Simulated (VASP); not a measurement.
Output of a VASP run:

OSZICAR:
```
       N       E                     dE             d eps       ncg     rms          rms(c)
DAV:   1     0.817991586555E+01    0.81799E+01   -0.39465E+03  1160   0.845E+02
DAV:   2    -0.163409726136E+02   -0.24521E+02   -0.23630E+02  1584   0.109E+02
DAV:   3    -0.167167297545E+02   -0.37576E+00   -0.37555E+00  1424   0.169E+01
DAV:   4    -0.167174594601E+02   -0.72971E-03   -0.72959E-03  1752   0.674E-01
DAV:   5    -0.167174599696E+02   -0.50955E-06   -0.50967E-06  1400   0.129E-02    0.493E+00
DAV:   6    -0.154042909987E+02    0.13132E+01   -0.22457E+00  1232   0.801E+00    0.241E+00
DAV:   7    -0.151647718452E+02    0.23952E+00   -0.12311E+00  1368   0.581E+00    0.704E-01
DAV:   8    -0.151629956430E+02    0.17762E-02   -0.69632E-02  1240   0.179E+00    0.297E-01
DAV:   9    -0.151595807830E+02    0.34149E-02   -0.11601E-02  1280   0.609E-01    0.510E-02
DAV:  10    -0.151595936734E+02   -0.12890E-04   -0.84419E-04  1536   0.187E-01    0.264E-02
DAV:  11    -0.151595630623E+02    0.30611E-04   -0.14392E-04  1272   0.713E-02    0.196E-03
DAV:  12    -0.151595631968E+02   -0.13446E-06   -0.14876E-06  1480   0.111E-02
   1 F= -.15159563E+02 E0= -.15159183E+02  d E =-.760354E-03
```

File OUTCAR:
```
------------------------ aborting loop because EDIFF is reached ----------------------------------------
  FORCE on cell =-STRESS in cart. coord.  units (eV):
  Direction    XX          YY          ZZ          XY          YZ          ZX
  --------------------------------------------------------------------------------------
  Total       -1.9298611     -1.9298599     -1.2059669     -0.0000000      0.0000000     -0.0000000
  in kB     -100.1027482   -100.1026845    -62.5540363     -0.0000000      0.0000000     -0.0000000
  external PRESSURE =     -87.5864897 kB  Pullay stress =       0.0000000 kB
  volume of cell :       30.89
      direct lattice vectors                 reciprocal lattice vectors
     1.575900000 -2.729538000  0.000000000     0.317279015 -0.183181183  0.000000000
     1.575900000  2.729538000  0.000000000     0.317279015  0.183181183  0.000000000
     0.000000000  0.000000000  3.590400000     0.000000000  0.000000000  0.278520499
 POSITION                                       TOTAL-FORCE (eV/Angst)
 -----------------------------------------------------------------------------------
      0.00000      0.00000      0.00000         0.000000     -0.000000      0.000000
      1.57590      0.90985      1.79520        -0.000000      0.000000      0.000000
      1.57590     -0.90985      1.79520         0.000000     -0.000000      0.000000
 -----------------------------------------------------------------------------------
    total drift:                                0.000000     -0.000000      0.000000
  FREE ENERGIE OF THE ION-ELECTRON SYSTEM (eV)
  ---------------------------------------------------
  free  energy   TOTEN  =       -15.1595631968 eV

  energy  without entropy=      -15.1588028424  energy(sigma->0) =      -15.15918302
```
(Selected blocks of OUTCAR.)

**POSCAR**
```
MgB2
1
    1.5759000000    -2.7295380000     0.0000000000
    1.5759000000     2.7295380000     0.0000000000
    0.0000000000     0.0000000000     3.5904000000
Mg B
1 2
Direct
  0.0000000000   0.0000000000   0.0000000000
  0.3333330000   0.6666670000   0.5000000000
  0.6666670000   0.3333330000   0.5000000000
```

Reconstruct the remaining input files.

This is not unique; one that fits is the input of the run itself, PBE GGA, plane waves, VASP's PBE PAW potentials (set 64).

KPOINTS:
```
K-points
0
Gamma
10 10 8
0 0 0
```

INCAR:
```
SYSTEM = MgB2
PREC = Accurate
ENCUT = 520
EDIFF = 1E-6
NELM = 100
ALGO = Normal
LREAL = .FALSE.
LASPH = .TRUE.
ISMEAR = 0
SIGMA = 0.05
GGA = PE
LWAVE = .FALSE.
LCHARG = .FALSE.
ISIF = 2
NELECT = 8.02
```

POTCAR, in this order: Mg B (PBE.64 set). Program: vasp_std.

The cell is charged, with a uniform compensating background.

The compound is MgB2 in the AlB2 type structure. The cell was not relaxed at this level. The run is one of a series of settings (ISMEAR = 0, NELECT = 8.02, SIGMA = 0.05 against the base run), some of them coarse on purpose.
